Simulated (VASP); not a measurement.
Here is the system:

```xyz
2
Lattice="3.1980 0.0000 0.0000 0.0000 3.1980 0.0000 0.0000 0.0000 3.1980" Properties=species:S:1:pos:R:3 pbc="T T T"
W      0.0000     0.0000     0.0000
B      1.5990     1.5990     1.5990
```

Level of theory: PBE GGA, VASP's PBE PAW potentials (set 64) (plane waves; VASP). Numerical set-up: 520 eV cut-off, 10×10×10 Γ-centred mesh, first-order Methfessel-Paxton smearing of 0.10 eV, potentials W_sv B.

Energy and stress use the plane-wave basis of the starting cell.

Q: The ions, cell shape and volume are relaxed. Give the cell that the relaxation ends in.

A: 
```xyz
2
Lattice="2.7969 0.0000 0.0000 0.0000 2.7969 0.0000 0.0000 0.0000 2.7969" Properties=species:S:1:pos:R:3 pbc="T T T"
W      0.0000     0.0000     0.0000
B      1.3984     1.3984     1.3984
```
Space group Pm-3m (221), at a tolerance of 0.03 Å.

Q: How do energy and volume change from the first to the last step?

A: The energy (σ→0) changes by -1241.8 meV/atom and the volume by -33.1 %, in 16 ionic steps.

The structure was generated: WB was put into the CsCl type type (Pm-3m), which need not be its known phase. This run relaxes it. Symmetry was kept, so distortions that lower it aren't found. The electron count is odd and the run is not spin-polarised, which forces a metal.
